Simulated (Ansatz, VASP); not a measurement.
# InBi2B: VASP beside Ansatz

INCAR

```
SYSTEM = InBi2B
ALGO = Normal
EDIFF = 1E-6
ENCUT = 520
GGA = PE
ISIF = 2
ISMEAR = -1
LASPH = .TRUE.
LCHARG = .FALSE.
LREAL = .FALSE.
LWAVE = .FALSE.
NBANDS = 31
NELM = 100
PREC = Accurate
SIGMA = 0.02
```

KPOINTS

```
k-points
0
G
  6 6 4
  0 0 0
```

Contents of POSCAR:

```
InBi2B
1.0
    4.2590991629      0.0000000000      0.0000000000
    0.0000000000      4.2590991629      0.0000000000
    0.0000000000      0.0000000000      6.4173869610
B Bi In
1 2 1
Direct
    0.0000000000      0.0000000000      0.0000000000
    0.0000000000      0.5000000000      0.2012669018
    0.5000000000      0.0000000000      0.7987330982
    0.5000000000      0.5000000000      0.5000000000
```

Input for Ansatz:

```yaml
crystal:
  lattice:
    - [4.2590991629, 0.0, 0.0]
    - [0.0, 4.2590991629, 0.0]
    - [0.0, 0.0, 6.417386961]
  atoms:
    - { symbol: B, position: [0.0, 0.0, 0.0] }
    - { symbol: Bi, position: [0.0, 0.5, 0.2012669018] }
    - { symbol: In, position: [0.5, 0.5, 0.5] }
    - { symbol: Bi, position: [0.5, 0.0, 0.7987330982] }
kpoints:
  mp_grid: { grid: [6, 6, 4] }
  band_path:
    path:
      - [[0.0, 0.0, 0.0], [0.0, 0.5, 0.0], [0.5, 0.5, 4.537500968825e-33], [0.0, 0.0, 0.0], [2.414713519108e-50, 0.0, 0.5], [2.414713519108e-50, 0.5, 0.5], [0.5, 0.5, 0.5], [2.414713519108e-50, 0.0, 0.5]]
      - [[0.0, 0.5, 0.0], [2.414713519108e-50, 0.5, 0.5]]
      - [[0.5, 0.5, 4.537500968825e-33], [0.5, 0.5, 0.5]]
    npoints: 10
hamiltonian:
  xc: pbe
scf:
  occupations: { method: fermi_dirac, width: 0.02 }
  n_extra_bands: 5
output:
  forces: true
  stress: true
  eigenvalues: true
  write_density: true
  write_potential: true
  elf: true
  volumetric_format: npy
```

The cell was built by a generator and needn't be a form met in nature.

Alike in both runs: task single point; functional PBE; k mesh 6 × 6 × 4; occupations fermi-dirac, width 0.02 eV; no spin polarisation.

|  | VASP | Ansatz |
| --- | --- | --- |
| version | VASP 6.6.1 | Ansatz 0.2.0 |
| potentials or method | VASP PAW PBE potentials, release 64 (B, Bi_d, In_d) | plane waves, PAW |
| plane-wave cutoff (eV) | 520 | 420 |
| valence electrons in the cell | 46 | 46 |

|  | VASP | Ansatz | Ansatz less VASP |
| --- | --- | --- | --- |
| pressure (GPa) | 1.4 | 1.4 | +0.03 |
| largest component of the traceless stress (GPa) | 0.55 | 0.54 | -0.016 |
| rms of the force components (eV/Å) | 0.103 | 0.102 | -0.0014 |

Caveats: spin-orbit coupling is left out, which moves the levels of the heavy elements.
